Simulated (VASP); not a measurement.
These are PBE GGA with D3 dispersion (zero damping), VASP's PBE PAW potentials (set 64) (plane waves; VASP) values and carry that method's errors.

A VASP calculation is set up with these files.

### INCAR
```
SYSTEM = Co
PREC = Accurate
ENCUT = 520
EDIFF = 1E-7
NELM = 100
ALGO = Normal
LREAL = .FALSE.
LASPH = .TRUE.
ISMEAR = -5
GGA = PE
IVDW = 11
LMAXMIX = 4
ISPIN = 2
MAGMOM = 1.6 1.6
LORBIT = 11
LWAVE = .FALSE.
LCHARG = .TRUE.
NEDOS = 601
ISIF = 2
```

KPOINTS:
```
Regular mesh
0
G
19 19 10
0 0 0
```

File POSCAR:
```
Co
3.9900180
  0.3092578692  -0.5356503983   0.0000000000
  0.3092578692   0.5356503983   0.0000000000
  0.0000000000   0.0000000000   0.9999999282
Co
2
direct
  0.3333330000   0.6666670000   0.2500000000
  0.6666670000   0.3333330000   0.7500000000
```

POTCAR, in this order: Co (PBE.64 set). Program: vasp_std.

### Question
Predict the energy per atom (σ→0), cell moment, dispersion energy, band gap (on the k-mesh).

### Answer

| Property | Result |
|---|---|
| energy per atom (σ→0) | -7.383 eV/atom |
| cell moment | 3.14 μB |
| dispersion energy | -0.706 eV |
| band gap (on the k-mesh) | none (metal, semimetal or under 0.01 eV) |

**OSZICAR**
```
...
DAV:  12    -0.140595195219E+02    0.27386E-05   -0.38219E-06 18479   0.231E-02    0.149E-02
DAV:  13    -0.140595019931E+02    0.17529E-04   -0.23125E-06 19850   0.240E-02    0.966E-03
DAV:  14    -0.140595093656E+02   -0.73725E-05   -0.45313E-07 17110   0.807E-03    0.184E-03
DAV:  15    -0.140595117124E+02   -0.23467E-05   -0.30531E-08  8131   0.313E-03    0.132E-03
DAV:  16    -0.140595110276E+02    0.68476E-06   -0.72625E-09  7914   0.153E-03    0.378E-04
DAV:  17    -0.140595106626E+02    0.36496E-06   -0.15488E-09  7795   0.447E-04    0.621E-05
DAV:  18    -0.140595106243E+02    0.38328E-07   -0.46247E-10  7746   0.249E-04
   1 F= -.14765609E+02 E0= -.14765609E+02  d E =0.000000E+00  mag=     3.1402
```

The compound is Co in the hcp structure. It was relaxed first, which changed the volume by -5 %.
